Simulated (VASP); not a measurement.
Computed with PBEsol GGA, VASP's PBE PAW potentials (set 64) (plane waves; VASP).

Input for VASP

File KPOINTS:
```
Regular mesh
0
G
 11 11 5
```

### INCAR
```
ALGO  =  Normal
EDIFF  =  1E-6
EDIFFG  =  -0.02
ENCUT  =  520
GGA  =  PS
IBRION  =  2
ISIF  =  3
ISMEAR  =  1
LASPH  =  .TRUE.
LCHARG  =  .FALSE.
LMAXMIX  =  4
LREAL  =  .FALSE.
LWAVE  =  .FALSE.
NELM  =  100
NSW  =  60
PREC  =  Accurate
SIGMA  =  0.1
SYSTEM  =  PdC
```

POSCAR:
```
PdC
1.0
  2.9933441190   0.0000000000   0.0000000000
 -1.4966720595   2.5923121069   0.0000000000
  0.0000000000   0.0000000000   5.3936386401
Pd C
2 2
Cartesian
  2.9933441190   0.0000000000   0.0000000000
  2.9933441190   0.0000000000   2.6968193200
 -0.0000014967   1.7282089354   1.3484096600
  1.4966735562   0.8641031715   4.0452289801
```

POTCAR, in this order: Pd C (PBE.64 set). Program: vasp_std.

What will the output report for the number of irreducible k-points (NKPTS), number of bands (NBANDS), largest plane-wave count, number of space-group operations, FFT grid (NGX, NGY, NGZ)?

The number of irreducible k-points (NKPTS) is 48 and the number of bands (NBANDS) comes out as 18. The largest plane-wave count comes out as 1149 and the number of space-group operations comes out as 24. The FFT grid (NGX, NGY, NGZ) is 24 × 24 × 40.

The structure was generated: PdC was put into the NiAs type type (P6_3/mmc), which need not be its known phase. This run relaxes it. Symmetry was kept, so distortions that lower it aren't found. The start is the result of an earlier pass.
